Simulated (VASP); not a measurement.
Wanted: the native input for a VASP 6.6.1 run.

- Task: single point
- Functional: PBE
- Potentials or basis: VASP PAW PBE potentials, release 64 (In_d, Ca_sv, Au)
- Cutoff: 520 eV
- k mesh: 2 × 3 × 3
- Occupations: fermi-dirac, width 0.1 eV
- Spin: no spin polarisation
- Dipole correction: no
- Further INCAR settings: ALGO = Fast; EDIFF = 1e-06; NBANDS = 80

The structure of CaInAu lies in POSCAR:

```
CaInAu
1.0
    8.0082670000     -0.3582940000     -0.2095930000
    0.6104070000      6.2493640000      1.2532340000
   -0.2931840000     -0.8006070000      6.0475100000
In Ca Au
4 4 4
Direct
    0.2320813780      0.7506930427      0.7710820797
    0.2189213131      0.4738350272      0.1421276208
    0.8931209048      0.7137822787      0.5261725354
    0.1657618117      0.8947348264      0.2966950712
    0.5234315830      0.7198594533      0.3241245163
    0.8636097987      0.7284414342      0.0378281303
    0.9132388694      0.2551827297      0.3763166661
    0.0254950440      0.1537672813      0.8620209305
    0.5453321082      0.5459784558      0.8122073429
    0.6749414400      0.1573741607      0.0016936478
    0.2774289641      0.3549241163      0.5808003953
    0.5711404561      0.1722065206      0.4709477082
```

The cell was built by a generator and needn't be a form met in nature.

The input as run:

INCAR

```
SYSTEM = CaInAu
PREC = Accurate
ENCUT = 520
EDIFF = 1E-6
ISMEAR = -1
SIGMA = 0.1
LREAL = .FALSE.
LASPH = .TRUE.
NELM = 100
ALGO = Fast
ISIF = 2
LWAVE = .FALSE.
LCHARG = .FALSE.
GGA = PE
NBANDS = 80
```

KPOINTS

```
regular mesh
0
G
  2 3 3
  0 0 0
```

Potentials or basis: VASP PAW PBE potentials, release 64 (In_d, Ca_sv, Au).

Run with:

```sh
$ cat potpaw_PBE.64/In_d/POTCAR potpaw_PBE.64/Ca_sv/POTCAR potpaw_PBE.64/Au/POTCAR > POTCAR
$ mpirun -np 1 vasp_std > vasp.out
```

It gave:

```
Pressure               : 3.7 GPa
Largest force          : 1.408 eV/Å
Band gap on the k mesh : none (metal or under the smearing width)
```

Caveat: the k mesh is coarse (spacing up to 0.39 Å⁻¹), so the values aren't converged.

Run time: 13 min on 1 thread of Intel(R) Xeon(R) Platinum 8488C (Sapphire Rapids), on a shared host, peak memory 0.49 GiB.
